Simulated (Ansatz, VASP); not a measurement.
# Cross-check of Cu (ladder Cu chain) between VASP and Ansatz, part 2 of 2

One calculation is typed for both programs; each brings its own data sets. How far apart do they land? The structure shown is the start of the Ansatz relaxation below; VASP solves that cell, so the two are compared at the walk's first step. Other levels of theory on this material are compared in a session of their own.

VASP 6.6.1 and Ansatz 0.2.0.

So far. Step 4 (Side by side): The forces differ by 13 meV/Å r.m.s., which is 2.2 % of the r.m.s. force of 0.605 eV/Å (both taken over all components). Moments aren't recorded for both runs of this pair, so they may hold unlike magnetic states.

### 5. Ansatz: relaxation, LDA

Level of this step: Ansatz beside VASP: Kohn-Sham DFT, plane waves, LDA (Ansatz).

The two programs are compared at the cell with which this relaxation starts, whose forces are those of its first step.

The structure compared here is the start of the Ansatz relaxation; VASP solves that cell, so the two are compared at the walk's first step.

Input file input.yaml:

```yaml
crystal:
  lattice:
    - [9.0, 0.0, 0.0]
    - [0.0, 7.5, 0.0]
    - [0.0, 0.0, 2.58324]
  atoms:
    - { symbol: Cu, position: [0.377386667, 0.5, 0.0], spin: 0.5 }
    - { symbol: Cu, position: [0.622613333, 0.5, 0.5], spin: 0.5 }
magnetization:
  spin_polarized: true
kpoints:
  mp_grid: { grid: [1, 1, 31] }
scf:
  occupations: { method: fermi_dirac, width: 0.05 }
hamiltonian:
  xc: lda
relax:
  cell: { fix: [a, b, alpha, beta, gamma] }
  max_steps: 60
```

Run with:

```console
$ ansatz run input.yaml --threads 4 --pin off --max-ram 8192MiB --backend cpu --events-out ev --progress --plain --runs-dir out
```

Numbers of over 12 decimals in the logs are rounded to 6 here.

Log:

```text
[...]
Crystal: 2 atoms, lattice volume = 174.369 Å³
Basis set: ecut = 420 eV, 3411 PW (Γ)
Bands: 24, of which v1, the nominal top of the filled ones, is band 19 counted from 1 (18 counted from 0)
Symmetry: 8 space group operations
[...]
k-points: 16 of 31
[...]
Starting moments: Σ|m| = 1 μB on 2 of 2 sites
[...]
0.000000       0.000000      -0.009333
  P = ⅓ Tr σ = 0.0045 GPa (0.045 kbar)
--- Relaxed structure (7 steps of the walk, 7 accepted, 1 SCFs on fresh bases) ---
[...]
cell:  # Å, volume = 154.4128 Å³
    - [9.0, 0.0, 0.0]
    - [0.0, 7.5, 0.0]
    - [0.0, 0.0, 2.287597]
  atoms:
    - { symbol: Cu, position: [0.388112, 0.500000, 0.0] }
    - { symbol: Cu, position: [0.611888, 0.500000, 0.5] }
[key lines of the parts left out:]
SCF converged after 6 iterations
Magnetization: -0.0000 μB (19.0000 up, 19.0000 down)
Free energy (F): -13107.813840 eV
Fermi energy:    -1.691188 eV
```

### 6. VASP: single point, LDA, start cell

The same cell, functional (in two slightly different forms), mesh and smearing now go to VASP, with its own data sets.

Input file INCAR:

```
SYSTEM = Cu
PREC = Accurate
ENCUT = 520
EDIFF = 1E-06
NELM = 200
ISMEAR = -1
SIGMA = 0.05
LREAL = .FALSE.
ALGO = Normal
GGA = PW92
NBANDS = 18
ISPIN = 2
MAGMOM = -0 -0
LASPH = .TRUE.
LMAXMIX = 4
LORBIT = 11
LWAVE = .FALSE.
LCHARG = .FALSE.
ISIF = 2
GGA_COMPAT = .FALSE.
KPAR = 2
```

Input file POSCAR:

```
Cu
1.0
    9.0000000000      0.0000000000      0.0000000000
    0.0000000000      7.5000000000      0.0000000000
    0.0000000000      0.0000000000      2.5832400000
Cu
2
Direct
    0.3773866667      0.5000000000      0.0000000000
    0.6226133333      0.5000000000      0.5000000000
```

Input file KPOINTS:

```
Automatic mesh
0
Gamma
1 1 31
0 0 0
```

Potentials, in the order of the species: Cu (LDA family, release 64).

Run with:

```console
$ mpirun -np 2 vasp_std
```

Log:

```text
[banner, memory and clock lines left out]
running    2 mpi-ranks, on    1 nodes
[...]
[... a notice as in an earlier step ...]

 LDA part: xc-table for (Slater(with rela. corr.)+PW92), standard interpolation
 POSCAR, INCAR and KPOINTS ok, starting setup
[...]
entering main loop
       N       E                     dE             d eps       ncg     rms          rms(c)
DAV:   1     0.141667298865E+03    0.14167E+03   -0.79232E+03  1152   0.105E+03
DAV:   2    -0.169671588373E+01   -0.14336E+03   -0.12988E+03  1154   0.232E+02
DAV:   3    -0.595888692043E+01   -0.42622E+01   -0.42043E+01  1508   0.644E+01
DAV:   4    -0.603048963543E+01   -0.71603E-01   -0.71469E-01  1324   0.886E+00
[...]
DAV:  15    -0.532079027026E+01   -0.14946E-04   -0.13817E-06  1090   0.924E-03    0.172E-03
DAV:  16    -0.532079921782E+01   -0.89476E-05   -0.22609E-06  1094   0.849E-03    0.170E-03
DAV:  17    -0.532079937867E+01   -0.16085E-06   -0.96012E-08   962   0.319E-03
   1 F= -.53207994E+01 E0= -.53149517E+01  d E =-.116954E-01  mag=    -0.0000
```

OUTCAR, selected parts (step 6):

```text
  Total       -2.6047026     -0.1319914     -5.2777655      0.0000000      0.0000000      0.0000000
  in kB      -23.9331681     -1.2127959    -48.4944618      0.0000000      0.0000000      0.0000000
  external PRESSURE =     -24.5468086 kB  Pullay stress =       0.0000000 kB

 POSITION                                       TOTAL-FORCE (eV/Angst)
 -----------------------------------------------------------------------------------
      3.39648      3.75000      0.00000         1.240699      0.000000      0.000000
      5.60352      3.75000      1.29162        -1.240699      0.000000      0.000000
 -----------------------------------------------------------------------------------
    total drift:                                0.000000      0.000000     -0.000000

  FREE ENERGIE OF THE ION-ELECTRON SYSTEM (eV)
  ---------------------------------------------------
  free  energy   TOTEN  =        -5.3207993787 eV

  energy  without entropy=       -5.3091039640  energy(sigma->0) =       -5.31495167

 magnetization (x)
# of ion       s       p       d       tot
------------------------------------------
    1       -0.000  -0.000   0.000  -0.000
    2       -0.000  -0.000   0.000  -0.000
--------------------------------------------------
tot         -0.000  -0.000   0.000  -0.000

[... 2 parts as in an earlier step ...]

[... 1 further part left out ...]
[key lines of the parts left out:]
E-fermi :  -3.2084
```

### 7. Differences

What differs besides the data sets and the points named for the pairs above, as far as they apply: the data sets hold 38 valence electrons in Ansatz (on its default PAW (the set named soft_2) files) and 22 in VASP; VASP's log shows a relativistic correction to its local exchange, Ansatz's none. Total energies have different zeros and are not compared.

Forces (eV/Å; atoms numbered as in POSCAR):

| atom | Ansatz x, y, z | VASP x, y, z |
| --- | --- | --- |
| Cu1 | 1.270, 0.000, 0.000 | 1.241, 0.000, 0.000 |
| Cu2 | -1.270, 0.000, 0.000 | -1.241, 0.000, 0.000 |

The forces differ by 17 meV/Å r.m.s., which is 2.4 % of the r.m.s. force of 0.716 eV/Å (both taken over all components). Moments aren't recorded for both runs of this pair, so they may hold unlike magnetic states.

### 8. Ansatz: relaxation, r2SCAN

The two programs are compared at the cell with which this relaxation starts, whose forces are those of its first step.

The structure compared here is the start of the Ansatz relaxation; VASP solves that cell, so the two are compared at the walk's first step.

input.yaml, as its differences from that of step 5:

```diff
@@ -15,3 +15,3 @@
 hamiltonian:
-  xc: lda
+  xc: r2scan
 relax:
```

Run with:

```console
$ ansatz run input.yaml --threads 4 --pin off --max-ram 8192MiB --backend cpu --events-out ev --progress --plain --runs-dir out
```

Log:

```text
[...]
Crystal: 2 atoms, lattice volume = 174.369 Å³
Basis set: ecut = 500 eV, 4455 PW (Γ), exchange–correlation on 288×240×80 points (64 copies of the dense FFT grid, shifted against one another)
Bands: 24, of which v1, the nominal top of the filled ones, is band 19 counted from 1 (18 counted from 0)
Symmetry: 8 space group operations
[...]
0.000000      -0.120578       0.000000
        0.000000       0.000000      -0.014684
  P = ⅓ Tr σ = 0.0042 GPa (0.042 kbar)
--- Relaxed structure (6 steps of the walk, 6 accepted, 1 SCFs on fresh bases) ---
[...]
cell:  # Å, volume = 157.4862 Å³
    - [9.0, 0.0, 0.0]
    - [0.0, 7.5, 0.0]
    - [0.0, 0.0, 2.333129]
  atoms:
    - { symbol: Cu, position: [0.386411, 0.5, 0.0] }
    - { symbol: Cu, position: [0.613589, 0.5, 0.5] }
[key lines of the parts left out:]
SCF converged after 12 iterations
Magnetization: 0.0000 μB (19.0000 up, 19.0000 down)
Free energy (F): -13259.231937 eV
Fermi energy:    -1.415309 eV
```

### 9. VASP: single point, r2SCAN, start cell

The same cell, functional, mesh and smearing now go to VASP, with its own data sets.

Input file INCAR:

```
SYSTEM = Cu
PREC = Accurate
ENCUT = 580
EDIFF = 1E-06
NELM = 200
ISMEAR = -1
SIGMA = 0.05
LREAL = .FALSE.
ALGO = Normal
METAGGA = R2SCAN
LASPH = .TRUE.
NBANDS = 18
ISPIN = 2
MAGMOM = 0 0
LMAXMIX = 4
LORBIT = 11
LWAVE = .FALSE.
LCHARG = .FALSE.
ISIF = 2
GGA_COMPAT = .FALSE.
LMIXTAU = .TRUE.
KPAR = 2
```

POSCAR is that of step 6.

KPOINTS is that of step 6.

Potentials, in the order of the species: Cu (PBE family, release 64).

Run with:

```console
$ mpirun -np 2 vasp_std
```

Log:

```text
[banner, memory and clock lines left out]
running    2 mpi-ranks, on    1 nodes
[...]
[... a notice as in an earlier step ...]

 LDA part: xc-table for (None), standard interpolation
 POSCAR, INCAR and KPOINTS ok, starting setup
[...]
entering main loop
       N       E                     dE             d eps       ncg     rms          rms(c)
DAV:   1     0.127423571919E+03    0.12742E+03   -0.83379E+03  1152   0.113E+03
DAV:   2    -0.184071435605E+02   -0.14583E+03   -0.13175E+03  1152   0.239E+02
DAV:   3    -0.228245357129E+02   -0.44174E+01   -0.43546E+01  1496   0.667E+01
DAV:   4    -0.228995983929E+02   -0.75063E-01   -0.74890E-01  1332   0.921E+00
[...]
DAV:  29    -0.181119007268E+02   -0.19436E-04   -0.48953E-06  1064   0.270E-02    0.126E-03
DAV:  30    -0.181119065531E+02   -0.58262E-05   -0.31906E-06  1056   0.215E-02    0.110E-03
DAV:  31    -0.181119074068E+02   -0.85371E-06   -0.12005E-06  1056   0.136E-02
   1 F= -.18111907E+02 E0= -.18106137E+02  d E =-.115414E-01  mag=     0.0000
```

OUTCAR, selected parts (step 9):

```text
  Total       -2.1443823     -0.1110735     -4.2646207      0.0000000      0.0000000      0.0000000
  in kB      -19.7035407     -1.0205932    -39.1852356      0.0000000      0.0000000      0.0000000
  external PRESSURE =     -19.9697898 kB  Pullay stress =       0.0000000 kB

 POSITION                                       TOTAL-FORCE (eV/Angst)
 -----------------------------------------------------------------------------------
      3.39648      3.75000      0.00000         1.029368      0.000000      0.000000
      5.60352      3.75000      1.29162        -1.029368      0.000000      0.000000
 -----------------------------------------------------------------------------------
    total drift:                                0.000000     -0.000000     -0.000000

  FREE ENERGIE OF THE ION-ELECTRON SYSTEM (eV)
  ---------------------------------------------------
  free  energy   TOTEN  =       -18.1119074068 eV

  energy  without entropy=      -18.1003660023  energy(sigma->0) =      -18.10613670

 magnetization (x)
# of ion       s       p       d       tot
------------------------------------------
    1        0.000   0.000   0.000   0.000
    2        0.000   0.000   0.000   0.000
--------------------------------------------------
tot          0.000   0.000   0.000   0.000

[... 1 part as in an earlier step ...]

[... 2 further parts left out ...]
[key lines of the parts left out:]
E-fermi :  -2.9015
```

### 10. Comparison

What differs besides the data sets and the points named for the pairs above, as far as they apply: VASP keeps PBE cores, Ansatz makes them for the functional; the data sets hold 38 valence electrons in Ansatz (on its default PAW (the set named soft_2) files) and 22 in VASP; the cutoff is 500 eV in Ansatz and 580 eV in VASP. Total energies have different zeros and are not compared.

Forces (eV/Å; atoms numbered as in POSCAR):

| atom | Ansatz x, y, z | VASP x, y, z |
| --- | --- | --- |
| Cu1 | 1.059, 0.000, 0.000 | 1.029, 0.000, 0.000 |
| Cu2 | -1.059, 0.000, 0.000 | -1.029, 0.000, 0.000 |

The forces differ by 17 meV/Å r.m.s., which is 2.8 % of the r.m.s. force of 0.594 eV/Å (both taken over all components). Moments aren't recorded for both runs of this pair, so they may hold unlike magnetic states.

### 11. What came out

* r.m.s. force difference (single point, PBEsol, start cell): 2.2 % of the r.m.s. force
* r.m.s. force difference (single point, LDA, start cell): 2.4 % of the r.m.s. force
* r.m.s. force difference (single point, r2SCAN, start cell): 2.8 % of the r.m.s. force

What this shows: The r.m.s. force difference is 2.8 % of the r.m.s. force (single point, r2SCAN, start cell), within the 3 % picked in this series as the mark of a large difference. The data sets hold unlike numbers of valence electrons (38 in Ansatz and 22 in VASP), so part of the differences comes from the potentials. 8 further runs of this series are not shown here. How closely two codes agree says nothing of how well the functional describes the real material.

[Lines on the potential files, build, host, timing and source positions are cut from VASP's logs without a mark.]

[Logs are printed without paths, hosts, clocks, repeated set-up lines and the standing remarks that a program may print on its own settings, such as how far it seeks lower states.]

[Hosts, paths, dates, database ids (printed as entryN), source tags and the programs' standing remarks are cut or masked in the printed files.]
